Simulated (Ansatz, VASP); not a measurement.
## VB4Os: VASP beside Ansatz

INCAR

```
SYSTEM = VB4Os
PREC = Accurate
ENCUT = 520
EDIFF = 1E-7
ISMEAR = -1
SIGMA = 0.15
LREAL = .FALSE.
LASPH = .TRUE.
NELM = 150
ALGO = Normal
ISIF = 2
LWAVE = .FALSE.
LCHARG = .FALSE.
ISPIN = 2
MAGMOM = 2 0 0 0 0 0
LORBIT = 11
LMAXMIX = 4
GGA = PE
NBANDS = 30
```

KPOINTS

```
Automatic mesh
0
G
  9 9 3
  0 0 0
```

The input POSCAR:

```
VB4Os
1.0
    2.8036724955      0.0000000000      0.0000000000
   -1.4018367349      2.4280517598      0.0000000000
    0.0000000000      0.0000000000      7.2624994302
V B Os
1 4 1
Direct
    0.0000000000      0.0000000000      0.0000000000
    0.0000000000      0.0000000000      0.7094840000
    0.3333333333      0.6666666667      0.7969230000
    0.3333333333      0.6666666667      0.2030770000
    0.0000000000      0.0000000000      0.2905160000
    0.3333333333      0.6666666667      0.5000000000
```

Input for Ansatz:

```yaml
crystal:
  lattice:
    - [2.8036724954704964, 0.0, 0.0]
    - [-1.4018367349090384, 2.428051759832479, 0.0]
    - [0.0, 0.0, 7.262499430180195]
  atoms:
    - { symbol: V, position: [0.0, 0.0, 0.0], spin: 2.0 }
    - { symbol: B, position: [0.0, 0.0, 0.709484] }
    - { symbol: B, position: [0.3333333333333333, 0.6666666666666666, 0.796923] }
    - { symbol: B, position: [0.3333333333333333, 0.6666666666666666, 0.203077] }
    - { symbol: B, position: [0.0, 0.0, 0.290516] }
    - { symbol: Os, position: [0.3333333333333333, 0.6666666666666666, 0.5] }
basis:
  ecutwfc: 500.0
kpoints:
  mp_grid:
    grid: [9, 9, 3]
hamiltonian:
  xc: pbe
magnetization:
  spin_polarized: true
scf:
  occupations:
    method: fermi_dirac
    width: 0.15
output:
  stress: true
```

The cell comes from a database or a generator and needn't be the stable form of this composition.

Alike in both runs: task single point; functional PBE; k mesh 9 × 9 × 3; occupations fermi-dirac, width 0.15 eV; collinear spin.

|  | VASP | Ansatz |
| --- | --- | --- |
| version | VASP 6.6.1 | Ansatz 0.2.0 |
| potentials or method | VASP PAW PBE potentials, release 64 (V_sv, B, Os) | plane waves, PAW |
| plane-wave cutoff (eV) | 520 | 500 |
| valence electrons in the cell | 33 | 41 |

```csv
,VASP,Ansatz,Ansatz less VASP
pressure (GPa),27.1,26.1,-1.06
largest component of the traceless stress (GPa),6.76,6.30,-0.460
net moment per atom (μB),0.00,0.00,0.000
```

The two sets of potentials don't hold the same shells in valence. Ansatz warned: «seeded_moment_not_kept».

Caveats: so large a pressure means that the cell lies far from this level's equilibrium, or that cutoff or potentials fall short (VASP). The runs have no spin-orbit coupling, so splittings on Os are missing.
